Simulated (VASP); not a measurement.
Given:

```
MgTe
1.0
    0.00000     3.10527     3.10527
    3.10527     0.00000     3.10527
    3.10527     3.10527     0.00000
Mg Te
1 1
Direct
  0.00000   0.00000   0.00000
  0.25000   0.25000   0.25000
```

Calculation: PBEsol GGA, VASP's PBE PAW potentials (set 64) (plane waves; VASP). Settings: 500 eV cut-off, 7×7×7 Γ-centred mesh, Gaussian smearing of 0.050 eV, potentials Mg Te.

Task: What does the run give for the energy per atom (σ→0), pressure?

Result: 
- energy per atom (σ→0) = -3.397 eV/atom
- pressure = 5.01 GPa

Total energies compare only between runs with the same potentials, cut-off and functional.

The structure was generated: MgTe was put into the zinc blende type (F-43m), which need not be its known phase. It was relaxed first under an external pressure of 5 GPa.
